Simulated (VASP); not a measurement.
Here is a VASP 6.6.1 calculation.

The input INCAR:

```
PREC = Accurate
ENCUT = 520
EDIFF = 1E-7
ISMEAR = 0
SIGMA = 0.03
LREAL = F
LASPH = T
NELM = 120
ALGO = Normal
ISIF = 3
LWAVE = F
LCHARG = F
GGA = PE
IBRION = 2
NSW = 60
EDIFFG = -0.005
POTIM = 0.3
KPAR = 8
```

The input KPOINTS:

```
Automatic mesh
0
Gamma
  4 6 6
```

POSCAR

```
Be3CdO4                                 
1.0
    5.9758903336      0.0000000000      0.0000000000
    0.0000000000      5.0945350641      0.0000000000
    0.0000000000      0.0000000000      4.7292977099
  Be              Cd              O             
     6     2     8
Direct
     0.2562313334615359    0.1506797851299075    0.5041312470152187
     0.7437686665384641    0.1506797851299075    0.5041312470152187
     0.0000000000000000    0.7071529196072016    0.5021013366369869
     0.7562313334615359    0.8493202148700927    0.0041312470152188
     0.2437686665384641    0.8493202148700927    0.0041312470152188
     0.5000000000000000    0.2928470803927986    0.0021013366369871
     0.5000000000000000    0.6560694479877486    0.5001686708168039
     0.0000000000000000    0.3439305520122513    0.0001686708168039
     0.2069324568208748    0.8672414885377846    0.3502710067224059
     0.7930675431791250    0.8672414885377846    0.3502710067224059
     0.5000000000000000    0.2509566577297388    0.3533155526942291
     0.0000000000000000    0.3600854556944486    0.4605465223767404
     0.7069324568208750    0.1327585114622155    0.8502710067224062
     0.2930675431791253    0.1327585114622155    0.8502710067224062
     0.0000000000000000    0.7490433422702613    0.8533155526942291
     0.5000000000000000    0.6399145443055513    0.9605465223767333
```

Potentials or basis: VASP PAW PBE potentials, release 64 (Be, Cd, O).

The run is started by

```console
$ cat potpaw_PBE.64/Be/POTCAR potpaw_PBE.64/Cd/POTCAR potpaw_PBE.64/O/POTCAR > POTCAR
$ mpirun -np 8 vasp_std > vasp.out
```

Question: What does it give for the band gap on the k mesh?

Answer: 2.68 eV, indirect (least direct gap 2.98 eV).

Forces in eV/Å, atoms in the order of the input:
```
Be  -0.001 -0.003 -0.001
Be   0.001 -0.003 -0.001
Be   0.000  0.001  0.001
Be  -0.001  0.003 -0.001
Be   0.001  0.003 -0.001
Be   0.000 -0.001  0.001
Cd   0.000  0.000  0.000
Cd   0.000  0.000  0.000
O   -0.001  0.000 -0.001
O    0.001  0.000 -0.001
O    0.000 -0.004  0.000
O    0.000  0.000  0.002
O   -0.001  0.000 -0.001
O    0.001  0.000 -0.001
O    0.000  0.004  0.000
O    0.000  0.000  0.002
```

A k mesh can miss the band edges.
